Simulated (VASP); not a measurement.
A run of VASP 6.6.1 is set up as follows.

The input INCAR:

```
PREC = Accurate
ENCUT = 520
EDIFF = 1E-6
ISMEAR = -1
SIGMA = 0.1
LREAL = False
LASPH = True
NELM = 100
ALGO = Fast
ISIF = 2
LWAVE = False
LCHARG = False
GGA = PE
NBANDS = 68
```

File KPOINTS:

```
Automatic mesh
0
Gamma
  3 3 4
  0.5 0.5 0.5
```

File POSCAR:

```
Co4BiP
1.0
    6.0397050000     -0.5156650000      0.0861940000
   -0.9959760000      6.8727980000      0.0524190000
    0.9568380000     -0.5110080000      5.0768990000
Bi P Co
2 2 8
Direct
    0.2277650000      0.7600730000      0.9702250000
    0.9493540000      0.0177960000      0.2670020000
    0.5186180000      0.0097340000      0.2913790000
    0.3794470000      0.6801340000      0.3725840000
    0.7240580000      0.3135120000      0.5178960000
    0.7556320000      0.6496060000      0.0071210000
    0.9430300000      0.6858280000      0.5103230000
    0.7586690000      0.0950600000      0.8639110000
    0.2862810000      0.3250760000      0.3742390000
    0.2012750000      0.0339060000      0.6634360000
    0.9989550000      0.3922660000      0.0983930000
    0.4024850000      0.4316320000      0.8327290000
```

Potentials or basis: VASP PAW PBE potentials, release 64 (Bi_d, P, Co).

The run is started by

```bash
$ cat potpaw_PBE.64/Bi_d/POTCAR potpaw_PBE.64/P/POTCAR potpaw_PBE.64/Co/POTCAR > POTCAR
$ mpirun -np 1 vasp_std > vasp.out
```

Q: Predict the pressure.

A: -11.3 GPa.

Q: Estimate the band gap on the k mesh.

A: None (metal or under the smearing width).

Q: What does it give for the largest force?

A: 3.480 eV/Å.

Forces on the atoms (eV/Å):
```
Bi   0.222 -1.548 -3.109
Bi   0.335  1.237  1.395
P   -1.275  2.431  0.886
P    0.214 -2.029  0.800
Co  -0.635 -0.192  0.429
Co  -0.447 -0.792 -0.065
Co   0.635 -0.650 -0.254
Co   0.096  0.388  0.335
Co   0.742  0.760  0.104
Co   0.292  0.775 -0.479
Co  -0.419 -0.170 -0.041
Co   0.242 -0.208  0.000
```

Caveat: the k mesh is coarse (spacing up to 0.36 Å⁻¹), so the values aren't converged; spin-orbit coupling is left out, which moves the levels of the heavy elements. Spin polarisation is off, so any magnetic state and its effect on volume and gap are missing.
